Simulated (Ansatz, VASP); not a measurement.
# Os4C in VASP and in Ansatz

```
Os C
1.0
     0.00000    3.98259    3.98259
     3.98259    0.00000    3.98259
     3.98259    3.98259    0.00000
Os C
4 1
Direct
  0.61159 0.16523 0.61159
  0.61159 0.61159 0.61159
  0.16523 0.61159 0.61159
  0.61159 0.61159 0.16523
  0.75000 0.75000 0.75000
```

Alike in both runs: functional PBE; k mesh 8 × 8 × 8; occupations gaussian, width 0.1 eV; no spin polarisation.

Ansatz relaxed the structure, and its values are those at the end. VASP's run is a single point on that final structure, the one shown.

|  | VASP | Ansatz |
| --- | --- | --- |
| version | VASP 6.6.1 | Ansatz 0.2.0 |
| potentials or method | VASP PAW PBE potentials, release 64 (Os, C) | scalar-relativistic, plane waves, PAW |
| plane-wave cutoff (eV) | 520 | 420 |
| valence electrons in the cell | 36 | 68 |

Ansatz gave:

| Property | Result |
| --- | --- |
| gap on the k mesh at the Fermi level (eV) | none |
| pressure (GPa) | 0.0 |
| rms of the force components (eV/Å) | 0.001 |

**Question.** What did VASP give for the same quantities?

**Answer.** gap on the k mesh at the Fermi level (eV): none; pressure (GPa): 0.4; rms of the force components (eV/Å): 0.158.

A gap of «none» marks a metal or a gap that the smearing closes. One of these differences is far larger than is usual between the two programs; its cause wasn't traced. The two sets of potentials don't hold the same shells in valence.

Spin-orbit coupling is left out, which matters for the levels of Os.
